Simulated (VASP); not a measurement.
Given:

```xyz
2
Lattice="1.5188 -2.6015 0.0000 1.5188 2.6015 0.0000 0.0000 0.0000 4.6580" Properties=species:S:1:pos:R:3 pbc="T T T"
Ti     1.5188     0.8672     1.1645
Ti     1.5648    -0.8672     3.4935
```

The numbers are results of PBE GGA, VASP's PBE PAW potentials (set 64) (plane waves; VASP 6.6.1), not measurements. Run with 350 eV cut-off, 12×12×7 Γ-centred mesh, first-order Methfessel-Paxton smearing of 0.10 eV, potentials Ti_sv.

Task: What does the run give for the energy per atom (σ→0), pressure, largest force, band gap (on the k-mesh) with the smallest direct gap where there is one?

Result: 
band gap (on the k-mesh): none (metal, semimetal or under 0.01 eV)
energy per atom (σ→0): -7.798 eV/atom
pressure: -6.53 GPa
largest force: 0.00313 Ry/bohr

The absolute energy has meaning only against runs of the same code, potentials and settings.

The compound is Ti in the hcp structure. The cell was not relaxed at this level, atoms are displaced from their ideal sites. The run is one of a series of settings (ENCUT = 350 against the base run), some of them coarse on purpose.
